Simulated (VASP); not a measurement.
A convergence study with VASP on Ni₃Si (L1_2): one setting is varied, all else stays as given below, so the limit is that of these other settings.

```yaml
crystal:
  lattice:
    - [3.51000, 0.00000, 0.00000]
    - [0.00000, 3.51000, 0.00000]
    - [0.00000, 0.00000, 3.51000]
  atoms:
    - { symbol: Si, position: [0.00000, 0.00000, 0.00000] }
    - { symbol: Ni, position: [0.00000, 0.50000, 0.50000] }
    - { symbol: Ni, position: [0.50000, 0.00000, 0.50000] }
    - { symbol: Ni, position: [0.50000, 0.50000, 0.00000] }
```

All values below come from PBE GGA, VASP's PBE PAW potentials (set 64) (plane waves; VASP). The tightest run used: 550 eV cut-off, 18×18×18 Γ-centred mesh, tetrahedra with Blöchl corrections, potentials Si Ni.

Task: The settings run are 3×3×3 mesh; 4×4×4 mesh; 5×5×5 mesh; 6×6×6 mesh; 7×7×7 mesh; 8×8×8 mesh; 9×9×9 mesh; 10×10×10 mesh; 11×11×11 mesh; 12×12×12 mesh; 13×13×13 mesh; 14×14×14 mesh; 15×15×15 mesh; 16×16×16 mesh; 17×17×17 mesh; 18×18×18 mesh. From which on does the stress (every component) stay within 0.2 GPa of the tightest run?

Result: From 4×4×4 mesh on: it is off by 0.11 there and by no more than 0.2 in any finer run, while 3×3×3 mesh is off by 1.14.
```
setting        E (eV/atom)  pressure (GPa)  irreducible k-points  difference judged (GPa)
-------------  -----------  --------------  --------------------  -----------------------
3×3×3 mesh         -5.8803            0.43                     4                     1.14
4×4×4 mesh         -5.9248           -0.59                    10                     0.11
5×5×5 mesh         -5.9212           -0.74                    10                     0.04
6×6×6 mesh         -5.9195           -0.63                    20                     0.07
7×7×7 mesh         -5.9208           -0.70                    20                     0.00
8×8×8 mesh         -5.9196           -0.68                    35                     0.03
9×9×9 mesh         -5.9200           -0.69                    35                     0.02
10×10×10 mesh      -5.9201           -0.70                    56                     0.01
11×11×11 mesh      -5.9198           -0.77                    56                     0.06
12×12×12 mesh      -5.9199           -0.70                    84                     0.01
13×13×13 mesh      -5.9199           -0.70                    84                     0.01
14×14×14 mesh      -5.9199           -0.70                   120                     0.01
15×15×15 mesh      -5.9199           -0.71                   120                     0.00
16×16×16 mesh      -5.9199           -0.71                   165                     0.00
17×17×17 mesh      -5.9199           -0.77                   165                     0.07
18×18×18 mesh      -5.9199           -0.71                   220                     0.00
```

Left out are rungs that failed or repeat a setting and relaxations that didn't move; long series are thinned to 24 rows.

The compound is Ni3Si in the L1_2 structure. The cell was not relaxed at this level. The run is not spin-polarised, so no magnetic state was tried.
